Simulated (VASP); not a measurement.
A run of VASP 6.6.1 is set up as follows.

File INCAR:

```
SYSTEM = MnRuN2
PREC = Normal ; ENCUT = 520
EDIFF = 1E-4 ; ISMEAR = 0
SIGMA = 0.15 ; LREAL = .FALSE.
LASPH = .TRUE. ; NELM = 60
ALGO = Fast ; ISIF = 3
LWAVE = .FALSE. ; LCHARG = .FALSE.
ISPIN = 2 ; MAGMOM = 4 1 0 0
LORBIT = 11 ; LMAXMIX = 4
GGA = PE ; IBRION = 2
NSW = 24 ; EDIFFG = -0.08
```

Contents of KPOINTS:

```
Automatic mesh
0
G
  6 6 4
  0 0 0
```

The input POSCAR:

```
MnRuN2
1.0
    3.1848163300      0.0000000000      0.0000000000
   -1.5924081700      2.7581318500      0.0000000000
    0.0000000000      0.0000000000      4.4170506000
Mn Ru N
1 1 2
Direct
    0.0000000000      0.0000000000      0.5000000000
    0.0000000000      0.0000000000      0.0000000000
    0.6666666700      0.3333333300      0.2597459900
    0.3333333300      0.6666666700      0.7402540100
```

Potentials or basis: VASP PAW PBE potentials, release 64 (Mn_pv, Ru_pv, N).

Launch:

```bash
$ cat potpaw_PBE.64/Mn_pv/POTCAR potpaw_PBE.64/Ru_pv/POTCAR potpaw_PBE.64/N/POTCAR > POTCAR
$ mpirun -np 1 vasp_std > vasp.out
```

Problem. Estimate the band gap on the k mesh.

Solution. None (metal or under the smearing width).

Problem. Predict the relaxed cell.

Solution. a = 2.818 Å, b = 2.818 Å, c = 5.163 Å, α = 90.00°, β = 90.00°, γ = 120.00°.

Forces in eV/Å, atoms in the order of the input:
```
Mn   0.000  0.000  0.000
Ru   0.000  0.000  0.000
N    0.000  0.000  0.005
N    0.000  0.000 -0.005
```

Caveat: the k mesh is coarse (spacing up to 0.38 Å⁻¹), so the values aren't converged; the moment fell far below its start of 4 μB, so a state of higher moment may lie lower in energy; the relaxation stopped at a loose force limit of 0.08 eV/Å, so its end isn't a converged minimum. With open d or f shells a metallic result of PBE can be an artefact of self-interaction; +U or a hybrid may open a gap.
